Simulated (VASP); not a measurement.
Here is the system:

```
AlFe
1.0
    2.81307     0.00000     0.00000
    0.00000     2.81307     0.00000
    0.00000     0.00000     2.81307
Al Fe
1 1
Cartesian
  1.40654   1.40654   1.40654
  0.00000   0.00000   0.00000
```

Calculation: LDA (Ceperley-Alder, Perdew-Zunger), VASP's LDA PAW potentials (set 64) (plane waves; VASP). Numerical set-up: 520 eV cut-off, Gaussian smearing of 0.050 eV, potentials Al Fe.

Q: Give the energies of bands 1 to 8 at the high-symmetry points, in eV from the Fermi level.

A: 
```json
[
 {"band": "1", "Γ": "-10.58", "X": "-6.18", "M": "-4.89", "R": "-3.50"},
 {"band": "2", "Γ": "-2.45", "X": "-6.07", "M": "-2.45", "R": "-3.50"},
 {"band": "3", "Γ": "-2.45", "X": "-1.74", "M": "-1.98", "R": "-3.50"},
 {"band": "4", "Γ": "0.20", "X": "-0.89", "M": "-1.98", "R": "0.94"},
 {"band": "5", "Γ": "0.20", "X": "-0.89", "M": "-0.64", "R": "0.94"},
 {"band": "6", "Γ": "0.20", "X": "0.34", "M": "-0.64", "R": "3.27"},
 {"band": "7", "Γ": "6.88", "X": "1.39", "M": "0.90", "R": "3.27"},
 {"band": "8", "Γ": "6.88", "X": "9.01", "M": "3.83", "R": "3.27"}
]
```

It has no gap at this level: it comes out as a metal or semimetal.

The compound is FeAl in the CsCl type structure. It was relaxed first, which changed the volume by -10 %. The run is not spin-polarised, so no magnetic state was tried. The electron count is odd and the run is not spin-polarised, which forces a metal.
